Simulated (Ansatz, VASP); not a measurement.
# CaO (Lime): VASP beside Ansatz, part 2 of 3

Wanted: the spread between two codes on one cell, functional and k mesh. The cell is taken from a series of runs on this material, whose earlier steps may have relaxed, scaled, displaced or heated it; both programs get it as it stands.

VASP 6.6.1 and Ansatz 0.2.0.

So far: The starting structure; Ansatz: zone-centre phonons, PBE, pair 1.

### 3. VASP: zone-centre phonons, PBE, pair 1

Level of this step: PBE; plane waves and PAW (O, Ca_sv) (VASP).

The same cell, functional and mesh now go to VASP, with its own data sets.

Lines of VASP's logs that name or quote its potential files are left out, and so is its time.

INCAR

```
SYSTEM = CaO
PREC = Accurate
ENCUT = 600
EDIFF = 1E-08
NELM = 120
ISMEAR = 0
SIGMA = 0.01
LREAL = .FALSE.
ALGO = Normal
GGA = PE
NBANDS = 14
LORBIT = 11
LWAVE = .FALSE.
LCHARG = .FALSE.
ISIF = 2
IBRION = 8
LEPSILON = .TRUE.
LASPH = .TRUE.
GGA_COMPAT = .FALSE.
EFERMI = MIDGAP
KPAR = 2
```

POSCAR

```
CaO
1.0
    0.0000000000      2.3660947585      2.3660947585
    2.3660947585      0.0000000000      2.3660947585
    2.3660947585      2.3660947585      0.0000000000
O Ca
1 1
Direct
    0.5000000000      0.5000000000      0.5000000000
    0.0000000000      0.0000000000      0.0000000000
```

KPOINTS

```
Automatic mesh
0
Gamma
8 8 8
0 0 0
```

Potentials, in the order of the species: O and Ca_sv (PBE family, release 64).

The run is started by

```bash
$ mpirun -np 2 vasp_std
```

Numbers of over 12 decimals in the logs are rounded to 6 here.

Log:

```text
[banner, memory and clock lines left out]
running    2 mpi-ranks, on    1 nodes
 distrk:  each k-point on    1 cores,    2 groups
 distr:  one band on    1 cores,    1 groups

 POSCAR found type information on POSCAR O Ca
 POSCAR found :  2 types and       2 ions
 LDA part: xc-table for (Slater+PW92), standard interpolation
 POSCAR, INCAR and KPOINTS ok, starting setup
 FFT: planning ... GRIDC
 FFT: planning ... GRID_SOFT
 FFT: planning ... GRID
 WAVECAR not read
 entering main loop
       N       E                     dE             d eps       ncg     rms          rms(c)
DAV:   1     0.137268195024E+03    0.13727E+03   -0.93231E+03   812   0.131E+03
DAV:   2    -0.823619822407E+01   -0.14550E+03   -0.13591E+03   986   0.323E+02
DAV:   3    -0.142899007868E+02   -0.60537E+01   -0.60136E+01   926   0.692E+01
DAV:   4    -0.144800436110E+02   -0.19014E+00   -0.19001E+00  1144   0.104E+01
DAV:   5    -0.144816516226E+02   -0.16080E-02   -0.16077E-02   968   0.108E+00    0.858E+00
DAV:   6    -0.128155123154E+02    0.16661E+01   -0.56231E+00   870   0.238E+01    0.349E+00
DAV:   7    -0.127648384597E+02    0.50674E-01   -0.51444E-01   978   0.740E+00    0.176E+00
DAV:   8    -0.127624047222E+02    0.24337E-02   -0.72424E-02   976   0.294E+00    0.349E-01
DAV:   9    -0.127614675586E+02    0.93716E-03   -0.80767E-03   964   0.710E-01    0.120E-01
DAV:  10    -0.127621550669E+02   -0.68751E-03   -0.10052E-03   868   0.352E-01    0.571E-02
DAV:  11    -0.127621108855E+02    0.44181E-04   -0.12050E-04  1046   0.128E-01    0.655E-03
DAV:  12    -0.127621114803E+02   -0.59479E-06   -0.13319E-05   858   0.340E-02    0.437E-03
DAV:  13    -0.127621111762E+02    0.30409E-06   -0.12705E-06  1094   0.102E-02    0.736E-04
DAV:  14    -0.127621111681E+02    0.80431E-08   -0.63406E-08   902   0.297E-03
   1 F= -.12762111E+02 E0= -.12762111E+02  d E =0.000000E+00
 Linear response reoptimize wavefunctions to high precision
DAV:   1    -0.127621111675E+02    0.66348E-09   -0.31271E-09   876   0.510E-04
DAV:   2    -0.127621111675E+02   -0.66393E-10   -0.10635E-10   418   0.980E-05
 Linear response G [H, r] |phi>, progress :
  Direction:   1
       N       E                     dE             d eps       ncg     rms
RMM:   1    -0.555229222725E+02   -0.55523E+02    0.59029E+02  1455   0.162E+02
RMM:   2    -0.572311892299E+02   -0.17083E+01   -0.98827E+00  1338   0.284E+01
RMM:   3    -0.580615013136E+02   -0.83031E+00   -0.53192E+00  1664   0.876E+00
RMM:   4    -0.582116230752E+02   -0.15012E+00   -0.10448E+00  1850   0.327E+00
RMM:   5    -0.582569325306E+02   -0.45309E-01   -0.21733E-01  1856   0.132E+00
RMM:   6    -0.582634471751E+02   -0.65146E-02   -0.45467E-02  1898   0.594E-01
RMM:   7    -0.582651190290E+02   -0.16719E-02   -0.10433E-02  1887   0.262E-01
RMM:   8    -0.582654018989E+02   -0.28287E-03   -0.39695E-03  1832   0.116E-01
RMM:   9    -0.582654811887E+02   -0.79290E-04   -0.23043E-03  1840   0.525E-02
RMM:  10    -0.582654938312E+02   -0.12643E-04   -0.65239E-04  1822   0.258E-02
RMM:  11    -0.582654997460E+02   -0.59148E-05   -0.66330E-05  1793   0.121E-02
RMM:  12    -0.582654997068E+02    0.39188E-07   -0.35284E-04  1709   0.606E-03
RMM:  13    -0.582654986597E+02    0.10471E-05   -0.35695E-05  1664   0.297E-03
RMM:  14    -0.582654993928E+02   -0.73309E-06    0.79969E-05  1542   0.165E-03
[...]
RMM:  20    -0.582654997485E+02    0.53485E-08   -0.80417E-06   850   0.958E-05
RMM:  21    -0.582654997502E+02   -0.17180E-08   -0.16838E-06   810   0.794E-05
RMM:  22    -0.582654997496E+02    0.61292E-09   -0.29652E-06   766   0.697E-05
RMM:  23    -0.582654997492E+02    0.34124E-09   -0.67177E-07   728   0.642E-05
RMM:  24    -0.582654997481E+02    0.11016E-08   -0.18417E-06   705   0.609E-05
RMM:  25    -0.582654997478E+02    0.39064E-09    0.15700E-07   681   0.590E-05
RMM:  26    -0.582654997475E+02    0.21801E-09   -0.18427E-06   651   0.576E-05
RMM:  27    -0.582654997482E+02   -0.63589E-09    0.14066E-07   627   0.566E-05
 Linear response G [H, r] |phi>, progress :
  Direction:   2
       N       E                     dE             d eps       ncg     rms
RMM:   1    -0.520011496563E+02   -0.52001E+02    0.59685E+02  1417   0.160E+02
RMM:   2    -0.527217776977E+02   -0.72063E+00   -0.81696E+00  1329   0.273E+01
RMM:   3    -0.531867274317E+02   -0.46495E+00   -0.27900E+00  1664   0.795E+00
RMM:   4    -0.532870826346E+02   -0.10036E+00   -0.53900E-01  1849   0.277E+00
RMM:   5    -0.533133317397E+02   -0.26249E-01   -0.12091E-01  1868   0.111E+00
RMM:   6    -0.533173695264E+02   -0.40378E-02   -0.28312E-02  1902   0.507E-01
[...]
Direction:   1
       N       E                     dE             d eps       ncg     rms          rms(c)
RMM:   1    -0.201940578746E+00   -0.20194E+00   -0.53989E-01  3483   0.417E+00
RMM:   2    -0.212964250076E+00   -0.11024E-01   -0.37161E-02  3045   0.939E-01    0.738E-01
RMM:   3    -0.209030696591E+00    0.39336E-02   -0.14135E-02  2992   0.856E-01    0.390E-01
RMM:   4    -0.218044490576E+00   -0.90138E-02   -0.68579E-03  3182   0.690E-01    0.119E-01
RMM:   5    -0.224102915435E+00   -0.60584E-02   -0.25321E-03  3498   0.309E-01    0.269E-02
RMM:   6    -0.224907574571E+00   -0.80466E-03   -0.61155E-04  3697   0.121E-01    0.145E-02
[...]
RMM:  17    -0.225275508002E+00   -0.13607E-07   -0.74634E-08  2098   0.636E-05    0.102E-05
RMM:  18    -0.225275521115E+00   -0.13113E-07   -0.53834E-08  1751   0.491E-05    0.721E-06
 change of polarisation eV/A/(eV/A) component  2 :     0.039     0.412    -0.004
 dielectric tensor                  component  2 :     0.264     3.812    -0.027
 Linear response to external field, progress :
  Direction:   3
       N       E                     dE             d eps       ncg     rms          rms(c)
RMM:   1    -0.201995162046E+00   -0.20200E+00   -0.54044E-01  3483   0.417E+00
RMM:   2    -0.212969055798E+00   -0.10974E-01   -0.37307E-02  3047   0.945E-01    0.738E-01
RMM:   3    -0.209021071300E+00    0.39480E-02   -0.14049E-02  2993   0.857E-01    0.391E-01
RMM:   4    -0.218040828448E+00   -0.90198E-02   -0.68547E-03  3189   0.691E-01    0.119E-01
RMM:   5    -0.224106029285E+00   -0.60652E-02   -0.25462E-03  3508   0.310E-01    0.269E-02
RMM:   6    -0.224897075530E+00   -0.79105E-03   -0.61500E-04  3707   0.122E-01    0.147E-02
RMM:   7    -0.225227476198E+00   -0.33040E-03   -0.12017E-04  3674   0.519E-02    0.666E-03
RMM:   8    -0.225271413833E+00   -0.43938E-04   -0.25736E-05  3747   0.240E-02    0.193E-03
RMM:   9    -0.225279638419E+00   -0.82246E-05   -0.90149E-06  3846   0.110E-02    0.102E-03
RMM:  10    -0.225283450358E+00   -0.38119E-05   -0.31170E-06  3736   0.580E-03    0.127E-03
RMM:  11    -0.225273539986E+00    0.99104E-05   -0.35045E-06  3704   0.304E-03    0.393E-04
RMM:  12    -0.225274515843E+00   -0.97586E-06   -0.21617E-06  3714   0.143E-03    0.226E-04
RMM:  13    -0.225275266644E+00   -0.75080E-06   -0.13719E-06  3715   0.720E-04    0.129E-04
RMM:  14    -0.225275496778E+00   -0.23013E-06   -0.64754E-07  3637   0.392E-04    0.236E-05
RMM:  15    -0.225275614655E+00   -0.11788E-06   -0.46239E-07  3050   0.189E-04    0.262E-05
RMM:  16    -0.225275488663E+00    0.12599E-06   -0.15843E-07  2505   0.102E-04    0.121E-05
RMM:  17    -0.225275502651E+00   -0.13987E-07   -0.86330E-08  2095   0.634E-05    0.103E-05
RMM:  18    -0.225275522472E+00   -0.19821E-07   -0.15778E-08  1765   0.493E-05    0.645E-06
 change of polarisation eV/A/(eV/A) component  3 :     0.003     0.028     0.412
 dielectric tensor                  component  3 :     0.023     0.190     3.812
 Linear response DOF=           2
 Linear response progress:
  Degree of freedom:   1/  2
       N       E                     dE             d eps       ncg     rms          rms(c)
RMM:   1    -0.369065210807E+00   -0.36907E+00    0.24759E-01  3316   0.347E+00
RMM:   2    -0.361035913997E+00    0.80293E-02   -0.75982E-03  2829   0.670E-01    0.118E-01
RMM:   3    -0.362611557216E+00   -0.15756E-02   -0.18163E-03  2937   0.205E-01    0.645E-02
RMM:   4    -0.364779644051E+00   -0.21681E-02   -0.90709E-04  2936   0.153E-01    0.196E-02
RMM:   5    -0.364914307497E+00   -0.13466E-03   -0.20490E-04  3351   0.530E-02    0.372E-03
RMM:   6    -0.364905478650E+00    0.88288E-05   -0.39874E-05  3465   0.194E-02    0.175E-03
RMM:   7    -0.364894324195E+00    0.11154E-04   -0.59351E-06  3509   0.827E-03    0.669E-04
RMM:   8    -0.364898327573E+00   -0.40034E-05    0.22607E-07  3634   0.341E-03    0.286E-04
RMM:   9    -0.364897666576E+00    0.66100E-06    0.48078E-07  3644   0.157E-03    0.673E-05
RMM:  10    -0.364897378031E+00    0.28855E-06   -0.34109E-06  3719   0.695E-04    0.605E-05
RMM:  11    -0.364897576970E+00   -0.19894E-06    0.12563E-07  3644   0.332E-04    0.114E-05
RMM:  12    -0.364897634540E+00   -0.57570E-07   -0.10446E-06  3793   0.169E-04    0.481E-06
RMM:  13    -0.364897587124E+00    0.47416E-07   -0.10231E-07  3737   0.807E-05    0.748E-06
RMM:  14    -0.364897666582E+00   -0.79457E-07   -0.28136E-07  3654   0.461E-05    0.931E-07
RMM:  15    -0.364897649266E+00    0.17315E-07   -0.48275E-08  3736   0.228E-05    0.222E-06
RMM:  16    -0.364897654726E+00   -0.54601E-08   -0.96732E-08  3261   0.122E-05    0.190E-06
 first order change of Fermi-energy   0.14265E-03
 force on displaced ion       1 direction 1 :  -3.941   0.000   0.000
 Born effective charge ion    1 direction 1 :  -2.373   0.000   0.000
 Linear response progress:
  Degree of freedom:   2/  2
       N       E                     dE             d eps       ncg     rms          rms(c)
RMM:   1    -0.444184813833E+00   -0.44418E+00    0.62256E-01  1857   0.112E+01
RMM:   2    -0.390530278569E+00    0.53655E-01   -0.61074E-02  2568   0.246E+00    0.184E-01
RMM:   3    -0.391622755912E+00   -0.10925E-02   -0.18419E-02  3349   0.737E-01    0.129E-01
RMM:   4    -0.392355711817E+00   -0.73296E-03   -0.37465E-03  3670   0.304E-01    0.748E-02
RMM:   5    -0.392519018632E+00   -0.16331E-03   -0.53245E-04  3613   0.138E-01    0.174E-02
RMM:   6    -0.392571017799E+00   -0.51999E-04   -0.21970E-04  3698   0.667E-02    0.145E-02
RMM:   7    -0.392575470454E+00   -0.44527E-05   -0.51276E-05  3750   0.308E-02    0.948E-03
RMM:   8    -0.392543966199E+00    0.31504E-04   -0.27951E-05  3718   0.174E-02    0.771E-04
RMM:   9    -0.392542175256E+00    0.17909E-05   -0.13187E-05  3891   0.892E-03    0.151E-03
RMM:  10    -0.392542456007E+00   -0.28075E-06   -0.11769E-05  3971   0.563E-03    0.145E-03
RMM:  11    -0.392538853466E+00    0.36025E-05   -0.89117E-06  3705   0.439E-03    0.724E-05
RMM:  12    -0.392539542640E+00   -0.68917E-06   -0.59910E-06  3997   0.304E-03    0.373E-05
RMM:  13    -0.392539731012E+00   -0.18837E-06   -0.39837E-06  4106   0.240E-03    0.551E-05
RMM:  14    -0.392539745462E+00   -0.14450E-07   -0.26349E-06  3892   0.200E-03    0.104E-04
RMM:  15    -0.392539851596E+00   -0.10613E-06   -0.16165E-06  4040   0.168E-03    0.124E-04
RMM:  16    -0.392539890167E+00   -0.38571E-07   -0.13606E-06  3865   0.146E-03    0.145E-04
RMM:  17    -0.392540146779E+00   -0.25661E-06   -0.70210E-07  3416   0.128E-03    0.154E-04
RMM:  18    -0.392540063598E+00    0.83181E-07   -0.80208E-07  3583   0.113E-03    0.184E-04
RMM:  19    -0.392540210559E+00   -0.14696E-06   -0.66537E-07  3574   0.995E-04    0.192E-04
RMM:  20    -0.392540233075E+00   -0.22515E-07   -0.61528E-07  3832   0.883E-04    0.207E-04
RMM:  21    -0.392540473941E+00   -0.24087E-06   -0.56408E-07  3416   0.803E-04    0.204E-04
 first order change of Fermi-energy  -0.44962E-03
 force on displaced ion       2 direction 1 :  -3.973   0.000   0.000
 Born effective charge ion    2 direction 1 :   2.371   0.000   0.000
 Born effective charges drift removed
 Linear response finished
```

OUTCAR, selected parts (step 3):

```text
ion  position               nearest neighbor table
   1  0.500  0.500  0.500-   2 2.37   2 2.37   2 2.37   2 2.37   2 2.37   2 2.37
   2  0.000  0.000  0.000-   1 2.37   1 2.37   1 2.37   1 2.37   1 2.37   1 2.37

  LATTYP: Found a face centered cubic cell.
 ALAT       =     4.7321895170

 Subroutine GETGRP returns: Found 48 space group operations
 (whereof 48 operations were pure point group operations)

The static configuration has the point symmetry O_h .

 Found     29 irreducible k-points:

   k-points           NKPTS =     29   k-points in BZ     NKDIM =     29   number of bands    NBANDS=     14

   dimension x,y,z NGX =    28 NGY =   28 NGZ =   28
   dimension x,y,z NGXF=    56 NGYF=   56 NGZF=   56

   ENCUT  =  600.0 eV  44.10 Ry    6.64 a.u.   6.68  6.68  6.68*2*pi/ulx,y,z

   NELECT =      16.0000    total number of electrons

 k-points in reciprocal lattice and weights: Automatic mesh
   0.00000000  0.00000000  0.00000000       0.002
   0.12500000  0.00000000  0.00000000       0.016
   0.25000000  0.00000000  0.00000000       0.016
   0.37500000  0.00000000  0.00000000       0.016
   0.50000000  0.00000000  0.00000000       0.008
   0.12500000  0.12500000  0.00000000       0.012
   0.25000000  0.12500000  0.00000000       0.047
   0.37500000  0.12500000  0.00000000       0.047
   0.50000000  0.12500000  0.00000000       0.047
[...]
-0.37500000  0.50000000  0.12500000       0.023
  -0.25000000  0.50000000  0.25000000       0.012

 average (electrostatic) potential at core
       1 -69.9275       2 -43.4751

  Total        1.3353927      1.3353927      1.3353927      0.0000000      0.0000000     -0.0000000
  in kB       80.7594212     80.7594212     80.7594212      0.0000000      0.0000000     -0.0000000
  external PRESSURE =      80.7594212 kB  Pullay stress =       0.0000000 kB

  energy-cutoff  :      600.00
  volume of cell :       26.49
      direct lattice vectors                 reciprocal lattice vectors
     0.000000000  2.366094759  2.366094759    -0.211318671  0.211318671  0.211318671
     2.366094759  0.000000000  2.366094759     0.211318671 -0.211318671  0.211318671
     2.366094759  2.366094759  0.000000000     0.211318671  0.211318671 -0.211318671

 POSITION                                       TOTAL-FORCE (eV/Angst)
 -----------------------------------------------------------------------------------
      2.36609      2.36609      2.36609         0.000000     -0.000000     -0.000000
      0.00000      0.00000      0.00000        -0.000000      0.000000      0.000000
 -----------------------------------------------------------------------------------
    total drift:                                0.000000      0.000000      0.000000

 MACROSCOPIC STATIC DIELECTRIC TENSOR (including local field effects in DFT)
 ------------------------------------------------------
           3.811673     0.000000     0.000000
           0.000000     3.811673    -0.000000
          -0.000000     0.000000     3.811673
 ------------------------------------------------------

 PIEZOELECTRIC TENSOR (including local field effects)  for field in x, y, z        (C/m^2)
          XX          YY          ZZ          XY          YZ          ZX
  --------------------------------------------------------------------------------
  x     0.00000     0.00000     0.00000     0.00000     0.00000     0.00000
  y     0.00000     0.00000     0.00000     0.00000     0.00000     0.00000
  z     0.00000     0.00000     0.00000     0.00000     0.00000     0.00000

 BORN EFFECTIVE CHARGES (including local field effects) (in |e|, cummulative output)
 ---------------------------------------------------------------------------------
 ion    1
    1    -2.37308    -0.00000    -0.00000
    2    -0.00000    -2.37308    -0.00000
    3     0.00000     0.00000    -2.37308
 ion    2
    1     2.37308     0.00000     0.00000
    2     0.00000     2.37308     0.00000
    3    -0.00000    -0.00000     2.37308

 Eigenvectors and eigenvalues of the dynamical matrix
 ----------------------------------------------------

   1 f  =    9.188793 THz    57.734890 2PiTHz  306.505149 cm-1    38.001778 meV
             X         Y         Z           dx          dy          dz
      2.366095  2.366095  2.366095    -0.844412    0.000000    0.000000
      0.000000  0.000000  0.000000     0.535694    0.000000    0.000000

   2 f  =    9.188793 THz    57.734890 2PiTHz  306.505149 cm-1    38.001778 meV
             X         Y         Z           dx          dy          dz
      2.366095  2.366095  2.366095     0.000000    0.844412    0.000000
      0.000000  0.000000  0.000000     0.000000   -0.535694    0.000000

   3 f  =    9.188793 THz    57.734890 2PiTHz  306.505149 cm-1    38.001778 meV
             X         Y         Z           dx          dy          dz
      2.366095  2.366095  2.366095     0.000000    0.000000    0.844412
      0.000000  0.000000  0.000000     0.000000    0.000000   -0.535694

   4 f/i=    0.016782 THz     0.105442 2PiTHz    0.559776 cm-1     0.069403 meV
             X         Y         Z           dx          dy          dz
      2.366095  2.366095  2.366095     0.000000   -0.535694    0.000000
      0.000000  0.000000  0.000000     0.000000   -0.844412    0.000000

   5 f/i=    0.016782 THz     0.105442 2PiTHz    0.559776 cm-1     0.069403 meV
             X         Y         Z           dx          dy          dz
      2.366095  2.366095  2.366095    -0.535694    0.000000    0.000000
      0.000000  0.000000  0.000000    -0.844412    0.000000    0.000000

   6 f/i=    0.016782 THz     0.105442 2PiTHz    0.559776 cm-1     0.069403 meV
             X         Y         Z           dx          dy          dz
      2.366095  2.366095  2.366095     0.000000    0.000000   -0.535694
      0.000000  0.000000  0.000000     0.000000    0.000000   -0.844412

 MACROSCOPIC STATIC DIELECTRIC TENSOR IONIC CONTRIBUTION
 ------------------------------------------------------
           9.719854     0.000000    -0.000000
           0.000000     9.719854    -0.000000
          -0.000000    -0.000000     9.719854
 ------------------------------------------------------

 ELASTIC MODULI CONTR FROM IONIC RELAXATION (kBar)
 Direction    XX          YY          ZZ          XY          YZ          ZX
 --------------------------------------------------------------------------------
 XX           0.0000      0.0000      0.0000      0.0000      0.0000      0.0000
 YY           0.0000      0.0000      0.0000      0.0000      0.0000      0.0000
 ZZ           0.0000      0.0000      0.0000      0.0000      0.0000      0.0000
 XY           0.0000      0.0000      0.0000      0.0000      0.0000      0.0000
 YZ           0.0000      0.0000      0.0000      0.0000      0.0000      0.0000
 ZX           0.0000      0.0000      0.0000      0.0000      0.0000      0.0000
 --------------------------------------------------------------------------------

 PIEZOELECTRIC TENSOR IONIC CONTR  for field in x, y, z        (C/m^2)
          XX          YY          ZZ          XY          YZ          ZX
  --------------------------------------------------------------------------------
  x     0.00000     0.00000     0.00000     0.00000     0.00000     0.00000
  y     0.00000     0.00000     0.00000     0.00000     0.00000     0.00000
  z     0.00000     0.00000     0.00000     0.00000     0.00000     0.00000
```

### 4. Differences

Known differences besides the potentials themselves: fixed occupations in Ansatz, narrow Gaussian smearing in VASP; the cutoff is 420 eV in Ansatz and 600 eV in VASP. Total energies have different zeros and are not compared.

Both answers:

| quantity | Ansatz | VASP | difference |
| --- | --- | --- | --- |
| ε∞ xx | 3.81 | 3.81 | +0.01 % |
| ε∞ yy | 3.81 | 3.81 | +0.01 % |
| ε∞ zz | 3.81 | 3.81 | +0.01 % |
| Born charge of O1 (mean of the diagonal) (e) | -2.37 | -2.37 | 0.00 |
| Born charge of Ca2 (mean of the diagonal) (e) | 2.37 | 2.37 | 0.00 |
| optical mode 1 to 3 (cm⁻¹) | 299.1 | 306.5 | -2.42 % |

Modes are paired by rising frequency, not by their patterns, so a pair may set unlike modes beside each other; they are those without the splitting of longitudinal modes.

(Continued in part 3 of 3.)

[Lines on the potential files, build, host, timing and source positions are cut from VASP's logs without a mark.]

[Logs are printed without paths, hosts, clocks, repeated set-up lines and the standing remarks that a program may print on its own settings, such as how far it seeks lower states.]

[Hosts, paths, dates, database ids (printed as entryN), source tags and the programs' standing remarks are cut or masked in the printed files.]
